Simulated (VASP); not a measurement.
Output of a VASP run:

**OUTCAR**
```
 ion  position               nearest neighbor table
   1  0.000  0.000  0.000-   4 2.49   5 2.49   4 2.49   5 2.49   5 2.49   4 2.49   2 2.81   3 2.81
                             3 2.81   2 2.81   3 2.81   2 2.81
   2  0.667  0.333  0.350-   4 2.00   4 2.00   4 2.00   5 2.19   3 2.60   3 2.60   3 2.60   1 2.81
                             1 2.81   1 2.81
   3  0.333  0.667  0.650-   5 2.00   5 2.00   5 2.00   4 2.19   2 2.60   2 2.60   2 2.60   1 2.81
                             1 2.81   1 2.81
   4  0.333  0.667  0.270-   2 2.00   2 2.00   2 2.00   3 2.19   1 2.49   1 2.49   1 2.49
   5  0.667  0.333  0.730-   3 2.00   3 2.00   3 2.00   2 2.19   1 2.49   1 2.49   1 2.49
  LATTYP: Found a hexagonal cell.
 ALAT       =     3.3682223740
 C/A-ratio  =     1.7153871454
 Subroutine PRICEL returns:
 Original cell was already a primitive cell.
 Subroutine GETGRP returns: Found 12 space group operations
The static configuration has the point symmetry D_3d.
The dynamic configuration has the point symmetry D_3d.
 Subroutine INISYM returns: Found 12 space group operations
 Subroutine IBZKPT returns following result:
 Found     50 irreducible k-points:

 Following reciprocal coordinates:
            Coordinates               Weight
  0.000000  0.000000  0.000000      1.000000
  0.111111  0.000000  0.000000      6.000000
  0.222222  0.000000  0.000000      6.000000
  0.333333  0.000000  0.000000      6.000000
  0.444444  0.000000  0.000000      6.000000
  0.111111  0.111111  0.000000      6.000000
  0.222222  0.111111  0.000000     12.000000
  0.333333  0.111111  0.000000     12.000000
  0.444444  0.111111  0.000000      6.000000
  0.222222  0.222222  0.000000      6.000000
  0.333333  0.222222  0.000000     12.000000
  0.333333  0.333333  0.000000      2.000000
  0.000000  0.000000  0.200000      2.000000
  0.111111  0.000000  0.200000      6.000000
  0.000000  0.111111  0.200000      6.000000
  0.222222  0.000000  0.200000      6.000000
  0.000000  0.222222  0.200000      6.000000
  0.333333  0.000000  0.200000      6.000000
  0.000000  0.333333  0.200000      6.000000
  0.444444  0.000000  0.200000      6.000000
  0.000000  0.444444  0.200000      6.000000
  0.111111  0.111111  0.200000     12.000000
  0.222222  0.111111  0.200000     12.000000
 -0.111111  0.333333  0.200000     12.000000
  0.333333  0.111111  0.200000     12.000000
 -0.111111  0.444444  0.200000     12.000000
  0.444444  0.111111  0.200000     12.000000
  0.222222  0.222222  0.200000     12.000000
  0.333333  0.222222  0.200000     12.000000
 -0.222222 -0.444444  0.200000     12.000000
  0.333333  0.333333  0.200000      4.000000
  0.000000  0.000000  0.400000      2.000000
  0.111111  0.000000  0.400000      6.000000
  0.000000  0.111111  0.400000      6.000000
  0.222222  0.000000  0.400000      6.000000
  0.000000  0.222222  0.400000      6.000000
  0.333333  0.000000  0.400000      6.000000
  0.000000  0.333333  0.400000      6.000000
  0.444444  0.000000  0.400000      6.000000
  0.000000  0.444444  0.400000      6.000000
   k-points           NKPTS =     50   k-points in BZ     NKDIM =     50   number of bands    NBANDS=     12
   number of dos      NEDOS =    601   number of ions     NIONS =      5
   total plane-waves  NPLWV =  37632
   dimension x,y,z NGX =    28 NGY =   28 NGZ =   48
   dimension x,y,z NGXF=    56 NGYF=   56 NGZF=   96
   ions per type =               1   2   2
   PREC   = accura    normal or accurate (medium, high low for compatibility)
   ISTART =      0    job   : 0-new  1-cont  2-samecut
   ICHARG =      2    charge: 1-file 2-atom 10-const
   ISPIN  =      1    spin polarized calculation?
   LNONCOLLINEAR =      F non collinear calculations
   LSORBIT =      F    spin-orbit coupling
   INIWAV =      1    electr: 0-lowe 1-rand  2-diag
   ENCUT  =  520.0 eV  38.22 Ry    6.18 a.u.   6.26  6.26 10.74*2*pi/ulx,y,z
   NELM   =    100;   NELMIN=  2; NELMDL= -5     # of ELM steps
   EDIFF  = 0.1E-06   stopping-criterion for ELM
   LREAL  =      F    real-space projection
...
```

### OSZICAR
```
       N       E                     dE             d eps       ncg     rms          rms(c)
DAV:   1     0.271401693447E+02    0.27140E+02   -0.72103E+03  1216   0.118E+03
DAV:   2    -0.406731626258E+02   -0.67813E+02   -0.62501E+02  1796   0.180E+02
DAV:   3    -0.446752173029E+02   -0.40021E+01   -0.39727E+01  1556   0.453E+01
DAV:   4    -0.447385003011E+02   -0.63283E-01   -0.63242E-01  1424   0.663E+00
DAV:   5    -0.447397013183E+02   -0.12010E-02   -0.12009E-02  1528   0.937E-01    0.108E+01
DAV:   6    -0.390417536023E+02    0.56979E+01   -0.14187E+01  1436   0.235E+01    0.440E+00
DAV:   7    -0.379335267289E+02    0.11082E+01   -0.52192E-01  1392   0.676E+00    0.266E+00
DAV:   8    -0.390777787086E+02   -0.11443E+01   -0.17245E+00  1420   0.993E+00    0.191E+00
DAV:   9    -0.383767620126E+02    0.70102E+00   -0.64596E-01  1364   0.679E+00    0.592E-01
DAV:  10    -0.385343253529E+02   -0.15756E+00   -0.11123E-01  1332   0.355E+00    0.244E-01
DAV:  11    -0.385307520735E+02    0.35733E-02   -0.15004E-02  1272   0.153E+00    0.130E-01
DAV:  12    -0.385338222861E+02   -0.30702E-02   -0.68435E-03  1376   0.990E-01    0.426E-02
DAV:  13    -0.385354154525E+02   -0.15932E-02   -0.15359E-03  1308   0.472E-01    0.476E-02
DAV:  14    -0.385353965491E+02    0.18903E-04   -0.18091E-04  1452   0.166E-01    0.285E-02
DAV:  15    -0.385355394681E+02   -0.14292E-03   -0.64449E-05  1420   0.860E-02    0.116E-02
DAV:  16    -0.385356228661E+02   -0.83398E-04   -0.65532E-05  1344   0.924E-02    0.501E-03
DAV:  17    -0.385356231434E+02   -0.27735E-06   -0.10060E-06  1492   0.112E-02    0.492E-03
DAV:  18    -0.385356233002E+02   -0.15677E-06   -0.42361E-08   928   0.235E-03    0.685E-03
DAV:  19    -0.385356224272E+02    0.87296E-06   -0.33914E-07  1356   0.561E-03    0.236E-03
DAV:  20    -0.385356225961E+02   -0.16885E-06   -0.67131E-08   704   0.276E-03    0.134E-03
DAV:  21    -0.385356226676E+02   -0.71523E-07   -0.18115E-08   708   0.161E-03
   1 F= -.38535623E+02 E0= -.38535623E+02  d E =0.000000E+00
       N       E                     dE             ncg
       N       E                     dE             ncg
```

OUTCAR:
```
------------------------ aborting loop because EDIFF is reached ----------------------------------------
  FORCE on cell =-STRESS in cart. coord.  units (eV):
  Direction    XX          YY          ZZ          XY          YZ          ZX
  --------------------------------------------------------------------------------------
  Total        0.0597092      0.0597092     -0.0527144      0.0000000     -0.0000000      0.0000000
  in kB        1.6852202      1.6852201     -1.4878016      0.0000000     -0.0000000      0.0000000
  external PRESSURE =       0.6275462 kB  Pullay stress =       0.0000000 kB
  volume of cell :       56.77
      direct lattice vectors                 reciprocal lattice vectors
     3.368222374  0.000000000  0.000000000     0.296892512  0.171410973  0.000000000
    -1.684111187  2.916966107  0.000000000     0.000000000  0.342821947  0.000000000
     0.000000000  0.000000000  5.777805363     0.000000000  0.000000000  0.173076097
 POSITION                                       TOTAL-FORCE (eV/Angst)
 -----------------------------------------------------------------------------------
      0.00000      0.00000      0.00000         0.000000      0.000000      0.000000
      1.68411      0.97232      2.02438         0.000000      0.000000      0.019867
     -0.00000      1.94465      3.75343         0.000000      0.000000     -0.019867
     -0.00000      1.94465      1.56186        -0.000000      0.000000     -0.019285
      1.68411      0.97232      4.21594        -0.000000     -0.000000      0.019285
 -----------------------------------------------------------------------------------
    total drift:                                0.000000      0.000000      0.000000
  FREE ENERGIE OF THE ION-ELECTRON SYSTEM (eV)
  ---------------------------------------------------
  free  energy   TOTEN  =       -38.5356226676 eV

  energy  without entropy=      -38.5356226676  energy(sigma->0) =      -38.53562267

 total charge

# of ion       s       p       d       tot
------------------------------------------
    1        0.137   0.145   0.045   0.326
    2        0.386   0.470   0.000   0.856
    3        0.386   0.470   0.000   0.856
    4        0.845   1.589   0.000   2.434
    5        0.845   1.589   0.000   2.434
--------------------------------------------------
tot          2.599   4.262   0.045   6.906
```
(Selected blocks of OUTCAR.)

**POSCAR**
```
Mg(AlC)2
1
    3.3682223740    -0.0000000000     0.0000000000
   -1.6841111870     2.9169661069    -0.0000000000
    0.0000000000     0.0000000000     5.7778053633
Mg Al C
1 2 2
Direct
  0.0000000000   0.0000000000   0.0000000000
  0.6666670000   0.3333330000   0.3503717728
  0.3333330000   0.6666670000   0.6496282272
  0.3333330000   0.6666670000   0.2703211962
  0.6666670000   0.3333330000   0.7296788038
```

Write an INCAR and KPOINTS that could have produced this output.

One answer among several that fit: the input of the run itself, r2SCAN meta-GGA, plane waves, VASP's PBE PAW potentials (set 64).

**INCAR**
```
SYSTEM = Mg(AlC)2
PREC = Accurate
ENCUT = 520
EDIFF = 1E-7
NELM = 100
ALGO = Normal
LREAL = .FALSE.
LASPH = .TRUE.
ISMEAR = -5
METAGGA = R2SCAN
LMIXTAU = .TRUE.
LWAVE = .FALSE.
LCHARG = .FALSE.
LORBIT = 11
NEDOS = 601
ISIF = 2
LEFG = .TRUE.
```

File KPOINTS:
```
Automatic mesh
0
Gamma
9 9 5
0 0 0
```

KPOINTS_OPT:
```
k-points along high-symmetry lines
6
Line-mode
Reciprocal
  0.000000   0.000000   0.000000 ! GAMMA
  0.500000   0.000000   0.000000 ! M

  0.500000   0.000000   0.000000 ! M
  0.333333   0.333333   0.000000 ! K

  0.333333   0.333333   0.000000 ! K
  0.000000   0.000000   0.000000 ! GAMMA

  0.000000   0.000000   0.000000 ! GAMMA
  0.000000   0.000000   0.500000 ! A

  0.000000   0.000000   0.500000 ! A
  0.500000   0.000000   0.500000 ! L

  0.500000   0.000000   0.500000 ! L
  0.333333   0.333333   0.500000 ! H

  0.333333   0.333333   0.500000 ! H
  0.000000   0.000000   0.500000 ! A

  0.500000   0.000000   0.500000 ! L
  0.500000   0.000000   0.000000 ! M

  0.333333   0.333333   0.500000 ! H
  0.333333   0.333333   0.000000 ! K
```

POTCAR, in this order: Mg Al C (PBE.64 set). Program: vasp_std.

The path is coarsely sampled, so an indirect gap can come out somewhat too large.

The structure comes from a computed database's Al2MgC2 entry (P-3m1); how it stands against other phases isn't given here. It was relaxed first.
